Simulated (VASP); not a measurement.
Output of a VASP run:

OSZICAR:
```
...
DAV:   8    -0.184764849564E-03   -0.39633E+00   -0.14355E+00 11950   0.164E+01    0.409E+00
DAV:   9    -0.582700989899E-01   -0.58085E-01   -0.13941E-01 12782   0.685E+00    0.341E+00
DAV:  10    -0.199740272710E-01    0.38296E-01   -0.51551E-02 14618   0.530E+00    0.149E+00
DAV:  11    -0.122081947397E-01    0.77658E-02   -0.12349E-02 14463   0.238E+00    0.691E-01
DAV:  12    -0.108933041840E-01    0.13149E-02   -0.34926E-03 13168   0.148E+00    0.291E-01
DAV:  13    -0.115499646863E-01   -0.65666E-03   -0.67413E-04 14940   0.569E-01    0.154E-01
DAV:  14    -0.117562489452E-01   -0.20628E-03   -0.26390E-04 12193   0.424E-01    0.755E-02
DAV:  15    -0.116888533821E-01    0.67396E-04   -0.37883E-05 13042   0.168E-01    0.434E-02
DAV:  16    -0.117101948720E-01   -0.21341E-04   -0.74876E-06 13979   0.695E-02    0.245E-02
DAV:  17    -0.117285976780E-01   -0.18403E-04   -0.65990E-06 13718   0.622E-02    0.996E-03
DAV:  18    -0.117386169918E-01   -0.10019E-04   -0.79997E-07 12047   0.139E-02    0.341E-03
DAV:  19    -0.117430895612E-01   -0.44726E-05   -0.63053E-08  6090   0.512E-03    0.672E-04
DAV:  20    -0.117424270970E-01    0.66246E-06   -0.19315E-08  5509   0.202E-03    0.351E-04
DAV:  21    -0.117421029306E-01    0.32417E-06   -0.43664E-09  5418   0.113E-03    0.341E-04
DAV:  22    -0.117420761399E-01    0.26791E-07   -0.16145E-09  5362   0.834E-04
   1 F= -.11742076E-01 E0= -.11894363E-01  d E =-.117421E-01  mag=     3.2141
       N       E                     dE             d eps       ncg     rms          rms(c)
DAV:   1    -0.139642389647E-01   -0.22221E-02   -0.10870E-01 11228   0.271E+00    0.296E-01
DAV:   2    -0.132329947055E-01    0.73124E-03   -0.57728E-03 13970   0.190E+00    0.340E-01
DAV:   3    -0.124804257237E-01    0.75257E-03   -0.24996E-03 12833   0.140E+00    0.148E-01
DAV:   4    -0.122846627798E-01    0.19576E-03   -0.44697E-04 14375   0.288E-01    0.581E-02
DAV:   5    -0.123071911084E-01   -0.22528E-04   -0.33504E-05 13731   0.101E-01    0.197E-02
DAV:   6    -0.122951553085E-01    0.12036E-04   -0.51110E-06 12340   0.322E-02    0.136E-02
DAV:   7    -0.123062715334E-01   -0.11116E-04   -0.28714E-06 13826   0.393E-02    0.572E-03
DAV:   8    -0.123038670581E-01    0.24045E-05   -0.44654E-07 10709   0.160E-02    0.200E-03
DAV:   9    -0.123037299013E-01    0.13716E-06   -0.22876E-08  5390   0.258E-03    0.867E-04
DAV:  10    -0.123038432796E-01   -0.11338E-06   -0.59855E-09  5271   0.135E-03    0.344E-04
DAV:  11    -0.123037993749E-01    0.43905E-07   -0.18409E-09  5236   0.667E-04
   2 F= -.12303799E-01 E0= -.12500140E-01  d E =-.561723E-03  mag=     3.2112
       N       E                     dE             d eps       ncg     rms          rms(c)
DAV:   1    -0.124943834262E-01   -0.19054E-03   -0.10857E-02 11242   0.857E-01    0.926E-02
DAV:   2    -0.124125846885E-01    0.81799E-04   -0.55666E-04 13940   0.591E-01    0.103E-01
DAV:   3    -0.123364425071E-01    0.76142E-04   -0.23790E-04 12820   0.432E-01    0.475E-02
DAV:   4    -0.123150007971E-01    0.21442E-04   -0.46513E-05 14552   0.952E-02    0.177E-02
DAV:   5    -0.123236126212E-01   -0.86118E-05   -0.33913E-06 13670   0.315E-02    0.583E-03
DAV:   6    -0.123202348886E-01    0.33777E-05   -0.47807E-07 11998   0.979E-03    0.409E-03
DAV:   7    -0.123237174066E-01   -0.34825E-05   -0.25195E-07  9946   0.121E-02    0.174E-03
DAV:   8    -0.123229580374E-01    0.75937E-06   -0.58927E-08  5294   0.580E-03    0.651E-04
DAV:   9    -0.123229497920E-01    0.82455E-08   -0.13478E-08  5187   0.155E-03
   3 F= -.12322950E-01 E0= -.12533223E-01  d E =-.580874E-03  mag=     3.2107
```

### OUTCAR
```
------------------------ aborting loop because EDIFF is reached ----------------------------------------
  FORCE on cell =-STRESS in cart. coord.  units (eV):
  Direction    XX          YY          ZZ          XY          YZ          ZX
  --------------------------------------------------------------------------------------
  Total        2.5732623      2.5732623      2.5620339      0.0000000     -0.0000000     -0.0000000
  in kB      162.5259171    162.5259171    161.8167370      0.0000000     -0.0000000     -0.0000000
  external PRESSURE =     162.2895237 kB  Pullay stress =       0.0000000 kB
  volume of cell :       25.37
      direct lattice vectors                 reciprocal lattice vectors
     2.631717270  0.000000000  0.000000000     0.379980027  0.000000000  0.000000000
     0.000000000  2.631717270  0.000000000     0.000000000  0.379980027  0.000000000
     0.000000000  0.000000000  3.662634230    -0.000000000 -0.000000000  0.273027536
 POSITION                                       TOTAL-FORCE (eV/Angst)
 -----------------------------------------------------------------------------------
      0.00000      0.00000      0.00000         0.000000      0.000000      0.000000
      1.31586      1.31586      1.83132         0.000000      0.000000      0.000000
 -----------------------------------------------------------------------------------
    total drift:                               -0.000000      0.000000      0.000000
  FREE ENERGIE OF THE ION-ELECTRON SYSTEM (eV)
  ---------------------------------------------------
  free  energy   TOTEN  =        -0.0123229498 eV

  energy  without entropy=       -0.0129537681  energy(sigma->0) =       -0.01253322

 total charge

# of ion       s       p       d       tot
------------------------------------------
    1        0.460   0.557   6.164   7.181
    2        0.726   0.789   8.125   9.640
--------------------------------------------------
tot          1.186   1.346  14.288  16.820

 magnetization (x)

# of ion       s       p       d       tot
------------------------------------------
    1        0.010  -0.007   2.915   2.917
    2       -0.027  -0.079   0.372   0.265
--------------------------------------------------
tot         -0.018  -0.087   3.287   3.182

 reached required accuracy - stopping structural energy minimisation
```
(Selected blocks of OUTCAR.)

POSCAR:
```
FePt
1
    2.6384706088     0.0000000000     0.0000000000
    0.0000000000     2.6384706088     0.0000000000
    0.0000000000     0.0000000000     3.6439087188
Fe Pt
1 1
Direct
  0.0000000000   0.0000000000   0.0000000000
  0.5000000000   0.5000000000   0.5000000000
```

### Question
Write an INCAR and KPOINTS that could have produced this output.

### Answer
One answer among several that fit: the input of the run itself, MS2 meta-GGA, plane waves, VASP's PBE PAW potentials (set 64).

INCAR:
```
# general
SYSTEM   =  FePt
PREC     =  Accurate
ENCUT    =  520   # plane-wave cut-off (eV)
LREAL    =  F   # projection in real space or not
LASPH    =  T

# electronic loop
EDIFF    =  1E-7   # SCF stop (eV)
NELM     =  100
ALGO     =  Normal
LMAXMIX  =  6   # l cut-off of mixed one-centre charges
LMIXTAU  =  T

# smearing
ISMEAR   =  1   # Methfessel-Paxton
SIGMA    =  0.1   # width (eV)

# functional
METAGGA  =  MS2

# spin
ISPIN    =  2
MAGMOM   =  3.1 0.3

# ions
IBRION   =  2   # conjugate gradients
NSW      =  30   # most ionic steps
ISIF     =  4
EDIFFG   =  -0.01

# output
LWAVE    =  F
LCHARG   =  F
LORBIT   =  10
```

**KPOINTS**
```
Regular mesh
0
gamma
  13 13 10
```

POTCAR, in this order: Fe Pt (PBE.64 set). Program: vasp_std.

The compound is FePt in the L1_0 structure. This cell is one point of a volume scan, at 0.94 of the reference volume. Symmetry was kept, so distortions that lower it aren't found.
